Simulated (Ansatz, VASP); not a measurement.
# WS2: VASP beside Ansatz, part 2 of 2

Aim: how closely do two programs agree when they are given the same cell, functional and k mesh? The structure shown is the end of the VASP relaxation below.

VASP 6.6.1 and Ansatz 0.2.0.

So far: The structure; VASP: relaxation, PBEsol.

## Step 3: Ansatz: single point, PBEsol

Level of this step: Ansatz beside VASP: Kohn-Sham DFT, plane waves, PBEsol (Ansatz).

Ansatz runs on its default PAW (the set named soft_2) files.

The same cell, functional, mesh and smearing now go to Ansatz, which takes its cutoff from its data sets.

File input.yaml:

```yaml
crystal:
  lattice:
    - [3.15800077, 0.0, 0.0]
    - [-1.57900038, 2.73490889, 0.0]
    - [0.0, 0.0, 24.29368531]
  atoms:
    - { symbol: S, position: [0.33333333, 0.66666667, 0.3087222] }
    - { symbol: S, position: [0.33333333, 0.66666667, 0.43757689] }
    - { symbol: S, position: [0.0, 0.0, 0.56290171] }
    - { symbol: S, position: [0.0, 0.0, 0.69140764] }
    - { symbol: W, position: [0.66666667, 0.33333333, 0.37392333] }
    - { symbol: W, position: [0.33333333, 0.66666667, 0.62719441] }
hamiltonian:
  xc: pbesol
  pseudopotentials: { kind: paw }
kpoints:
  mp_grid: { grid: [10, 10, 1] }
scf:
  occupations: { method: gaussian, width: 0.05 }
  n_extra_bands: 5
efield:
  axis: 3
  dipole_correction: true
  ramp_width: 0.04
output:
  forces: true
  eigenvalues: true
```

Run with:

```sh
$ ansatz run input.yaml --threads 4 --pin off --max-ram 9216MiB --backend cpu --events-out ev --progress --plain --runs-dir out
```

Numbers of over 12 decimals in the logs are rounded to 6 here.

What it wrote:

```text
scf.n_extra_bands = 5 over 26 filled bands (N_el = 52.0): the run solves 31 bands
Engine: ansatz 0.2.0, aarch64-unknown-linux-gnu
Pseudopotentials: kind: paw
Pseudopotential: S, paw, valence charge 6, recommended cutoff 420 eV (normal), S.paw.azcp
Pseudopotential: W, paw, valence charge 14, recommended cutoff 420 eV (normal), W.paw.azcp
Functional definition: PBEsol
  exchange = pbesol_x
  correlation = pbesol_c
Crystal: 6 atoms, lattice volume = 209.821 Å³
Basis set: ecut = 420 eV, 4053 PW (Γ), exchange–correlation on 48×48×360 points (8 copies of the dense FFT grid, shifted against one another)
Bands: 31, of which v1, the nominal top of the filled ones, is band 26 counted from 1 (25 counted from 0)
Symmetry: 6 space group operations
Space group: P3m1 (ITA 156), of the structure as read, at distance tolerance 5.9e-5 Å
k-points: 14 of 100 (time reversal used)
Non-local potential: S, projectors of the file, l = 0: 2, l = 1: 2, l = 2: 2
Non-local potential: W, projectors of the file, l = 0: 3, l = 1: 2, l = 2: 2, l = 3: 1
PAW form: soft (Blöchl's): semilocal exchange-correlation on the pseudo side does not see the compensation charge
PAW frozen core: S, regenerated for the run's functional, and the local potential with it (the file was generated under x = pbe(κ = 0.804, μ = 0.219515), c = pbe(β = 0.066725))
PAW frozen core: W, regenerated for the run's functional, and the local potential with it (the file was generated under x = pbe(κ = 0.804, μ = 0.219515), c = pbe(β = 0.066725))
PAW one-centre angular grid: S, 110 points (default); XC on 64 Gauss nodes
PAW one-centre angular grid: W, 590 points (default); XC on 64 Gauss nodes
Initial density: superposition of atomic densities (neutral atoms: chi_scale 0, normalization atom), corrected by the library's trained network
Initial wavefunctions: pseudopotential atomic-orbital guess
Functional: x = pbesol(κ = 0.804, μ = 0.123457), c = pbesol(β = 0.046)
SCF iter   1: F=—  HF=-24058.134590 eV  |F-HF|=—  |Δ(HF+E_count)|=         —  Δρ=6.33e-3  dr2=1.72e-1  ethr=1.77e-3  p=0.003 e·Å  D=2.19e-3 V/Å  ΔV_dip=-0.05 eV  dr2_dipole=2.03e-4  V_vac-E_F(+/−)=4.79/4.84 eV  ⟨swp⟩=8.6  Hψ=2386  notcnv=0
efield: sawtooth ramp at fractional position 0.9801 (placed from the atoms, in the widest stretch of the axis that holds none; the zero of the levels goes with the place), width 0.0400; the density the first Hamiltonian is built on has a dipole p = 0.003 e·Å; the dipole correction subtracts the counter field D = 2.19e-3 V/Å, which shifts the + side's vacuum level by -0.05 eV against the − side's; the planar-averaged density in the ramp window peaks in size at 5.6e-5 e/Å³
preconditioner: auto → none  [insulator: Δε(μ)=1.446 eV  Ē_g=8.240 eV  σ=0.050 eV  W_gap=1.00  n_scr=16 (ndim 8)  ℏωp=15.4 eV  f_vac=0.484  D(μ)=0.00/eV (n_scr^D=0)  ε∞_Penn≈4.5]
SCF iter   2: F=—  HF=-24058.210961 eV  |F-HF|=—  |Δ(HF+E_count)|=   7.64e-2  Δρ=8.43e-3  dr2=6.37e-1  ethr=3.31e-4  p=-0.008 e·Å  D=-7.17e-3 V/Å  ΔV_dip=0.17 eV  dr2_dipole=6.37e-3  V_vac-E_F(+/−)=4.58/4.41 eV  ⟨swp⟩=3.5  Hψ=940  notcnv=0  defer=12  recentre
SCF iter   3: F=—  HF=-24058.117148 eV  |F-HF|=—  |Δ(HF+E_count)|=   9.38e-2  Δρ=2.71e-3  dr2=3.21e-2  ethr=3.31e-4  p=0.008 e·Å  D=6.49e-3 V/Å  ΔV_dip=-0.16 eV  dr2_dipole=1.73e-3  V_vac-E_F(+/−)=4.52/4.68 eV  ⟨swp⟩=4.0  Hψ=883  notcnv=0  defer=12
SCF iter   4: F=—  HF=-24058.117458 eV  |F-HF|=—  |Δ(HF+E_count)|=   3.09e-4  Δρ=1.89e-3  dr2=1.54e-2  ethr=6.18e-5  p=-0.003 e·Å  D=-2.78e-3 V/Å  ΔV_dip=0.07 eV  dr2_dipole=1.27e-3  V_vac-E_F(+/−)=4.72/4.66 eV  ⟨swp⟩=2.8  Hψ=783  notcnv=0  defer=12
SCF iter   5: F=—  HF=-24058.118640 eV  |F-HF|=—  |Δ(HF+E_count)|=   1.18e-3  Δρ=8.95e-4  dr2=1.08e-3  ethr=2.97e-5  p=0.002 e·Å  D=1.80e-3 V/Å  ΔV_dip=-0.04 eV  dr2_dipole=8.21e-6  V_vac-E_F(+/−)=4.59/4.63 eV  ⟨swp⟩=2.0  Hψ=574  notcnv=0  defer=12
SCF iter   6: F=—  HF=-24058.119749 eV  |F-HF|=—  |Δ(HF+E_count)|=   1.11e-3  Δρ=4.92e-4  dr2=2.75e-3  ethr=2.07e-6  p=-0.003 e·Å  D=-2.69e-3 V/Å  ΔV_dip=0.07 eV  dr2_dipole=1.23e-3  V_vac-E_F(+/−)=4.59/4.52 eV  ⟨swp⟩=2.7  Hψ=775  notcnv=0  defer=12
SCF iter   7: F=—  HF=-24058.119533 eV  |F-HF|=—  |Δ(HF+E_count)|=   2.16e-4  Δρ=1.59e-4  dr2=6.30e-5  ethr=2.07e-6  p=0.001 e·Å  D=1.02e-3 V/Å  ΔV_dip=-0.02 eV  dr2_dipole=1.80e-5  V_vac-E_F(+/−)=4.55/4.57 eV  ⟨swp⟩=2.0  Hψ=580  notcnv=0  defer=12
SCF iter   8: F=—  HF=-24058.119433 eV  |F-HF|=—  |Δ(HF+E_count)|=   1.00e-4  Δρ=6.60e-5  dr2=2.72e-5  ethr=1.21e-7  p=0.002 e·Å  D=1.42e-3 V/Å  ΔV_dip=-0.03 eV  dr2_dipole=3.59e-7  V_vac-E_F(+/−)=4.54/4.57 eV  ⟨swp⟩=2.3  Hψ=708  notcnv=0  defer=12
SCF iter   9: F=—  HF=-24058.119431 eV  |F-HF|=—  |Δ(HF+E_count)|=   1.49e-6  Δρ=2.11e-5  dr2=2.61e-6  ethr=5.23e-8  p=0.002 e·Å  D=1.53e-3 V/Å  ΔV_dip=-0.04 eV  dr2_dipole=2.28e-8  V_vac-E_F(+/−)=4.54/4.57 eV  ⟨swp⟩=2.0  Hψ=588  notcnv=0  defer=12
SCF iter  10: F=-24058.119431 eV  HF=-24058.119431 eV  |F-HF|=7.15e-8  |Δ(HF+E_count)|=   8.00e-8  Δρ=7.49e-6  dr2=8.66e-8  ethr=1.92e-10  p=0.002 e·Å  D=1.52e-3 V/Å  ΔV_dip=-0.04 eV  dr2_dipole=8.64e-10  V_vac-E_F(+/−)=4.54/4.57 eV  ⟨swp⟩=11.9  Hψ=2639  notcnv=0
SCF 1 converged in 10 iterations: F = -24058.119431 eV  dr2 = 8.66e-8
  greatest PAW one-centre occupation: 1.000 electrons in one spin orbital (limit 2), on the W atom at site 4 (counted from 0), in its partial waves of l = 0
SCF converged after 10 iterations
Free energy (F): -24058.119431 eV
Harris-Foulkes:  -24058.119431 eV  (|F-HF|=7.15e-8)
Internal energy: -24058.119431 eV  (E = F + TS)
E sigma→0 (E₀):  -24058.119431 eV
Fermi energy:    3.929981 eV
Dipole field:    D = 0.001483 V/Å  (p = 0.001720 e·Å, saw-weighted, corrected)
Work function:   Φ+ = 4.5387 eV   Φ− = 4.5748 eV
Levels:          The Fermi level and band energies are counted from a zero that moves with the ramp; work functions are not
--- Per-component energies (eV) ---
  E_band       = -805.840189
  E_kinetic    = 1333.198272
  E_local      = -35556.844613  (includes V_loc(G=0)·N_el)
  E_nonlocal   = 120.632870
  E_hartree    = 17200.792303
  E_xc         = -917.162048
  E_vxc        = -829.631776  (∫ρ·V_xc dr)
  E_paw        = -19209.023639  (= ΣΔE_a)
  E_vpaw       = -274.803204  (= ΣTr[D̂ρ^β])
  E_aug_tail   = -0.000132  (compensation charges beyond the density's cutoff)
  E_efield     = 0.000001  (sawtooth field / dipole correction)
  E_vefield    = -0.000571  (∫n·V_field dr)
  E_ewald      = 12969.596172
  E_core_change = 0.691382  (= ΣΔE_core)
  E_smearing   = -0.000000  (= −TS)
  E_closure    = -0.000000  (closes the sum)
  Σ components = -24058.119431   (vs F -24058.119431, Δ=0.00e0)
--- Forces (eV/Å), atoms counted from 1 ---
  atom   1  S      0.00000000     0.00000000     0.35709450
  atom   2  S      0.00000000     0.00000000     0.23360351
  atom   3  S      0.00000000    -0.00000000     0.00026340
  atom   4  S      0.00000000     0.00000000     0.04272878
  atom   5  W     -0.00000000    -0.00000000    -0.62877461
  atom   6  W     -0.00000000     0.00000000    -0.00494670
  max |Σ_I F_I| component: 3.11e-5 eV/Å
--- Band table (eV; the first three rows and the last of 14) ---
  k-point 0: bands = [... 22 lower, 1.1724, 1.1724, 2.4429, 3.1970, 5.6489, 5.6489, 5.7012, 5.7012, ... 1 higher]
  k-point 1: bands = [... 22 lower, 1.2213, 1.5768, 2.4029, 2.9719, 5.4302, 5.5080, 5.5547, 5.6698, ... 1 higher]
  k-point 2: bands = [... 22 lower, 1.0672, 1.4815, 2.0897, 2.2913, 4.9076, 5.2826, 5.3803, 5.4942, ... 1 higher]
  k-point 13: bands = [... 22 lower, 0.4103, 0.5016, 2.5421, 2.6074, 4.7804, 4.8456, 6.0259, 6.0474, ... 1 higher]
```

Elapsed: 2.7 s, on 4 threads of Arm Neoverse V2, shared host; peak memory 0.52 GiB.

## Step 4: Side by side

Known differences besides the potentials themselves: the data sets hold 52 valence electrons in Ansatz (default PAW (the set named soft_2) files) and 36 in VASP; the cutoff is 420 eV in Ansatz and 300 eV in VASP (PREC = Normal); Ansatz makes its cores anew for this functional, VASP keeps those of its PBE data sets; VASP leaves aspherical gradient terms in its spheres out (LASPH is not set), Ansatz keeps them. Total energies have different zeros and are not compared.

Compared:

```csv
quantity,Ansatz,VASP,difference
gap on the k mesh (eV),1.469,1.482,-0.013
```

Forces (eV/Å; atoms numbered as in POSCAR):

```csv
atom,"Ansatz x, y, z","VASP x, y, z"
S1,"0.000, 0.000, 0.357","0.000, 0.000, 0.380"
S2,"0.000, 0.000, 0.234","0.000, 0.000, 0.215"
S3,"0.000, 0.000, 0.000","0.000, 0.000, 0.019"
S4,"0.000, 0.000, 0.043","0.000, 0.000, 0.026"
W5,"0.000, 0.000, -0.629","0.000, 0.000, -0.633"
W6,"0.000, 0.000, -0.005","0.000, 0.000, -0.007"
```

The forces differ by 9.3 meV/Å r.m.s., which is 5.1 % of the r.m.s. force of 0.18 eV/Å (both taken over all components, held atoms included). A gap on the mesh is an upper bound, since the band edges may lie between its points; neither run holds spin-orbit coupling, which can move the band edges of a compound of W. VASP's last cycles still show a density residual of 5e-03, so its state may not be settled.

## Step 5: What came out

```
r.m.s. force difference (single point, PBEsol) : 9.3 meV/Å
```

**Reading.** The r.m.s. force difference is 9.3 meV/Å (single point, PBEsol), within the 12 meV/Å picked in this series as the mark of a large difference. Such differences can come from data sets, numerical settings and the points named under the comparisons, not from the functional's error against experiment.

[Lines on the potential files, build, host, timing and source positions are cut from VASP's logs without a mark.]

[Logs are printed without paths, hosts, clocks, repeated set-up lines and the standing remarks that a program may print on its own settings, such as how far it seeks lower states.]

[Hosts, paths, dates, database ids (printed as entryN), source tags and the programs' standing remarks are cut or masked in the printed files.]
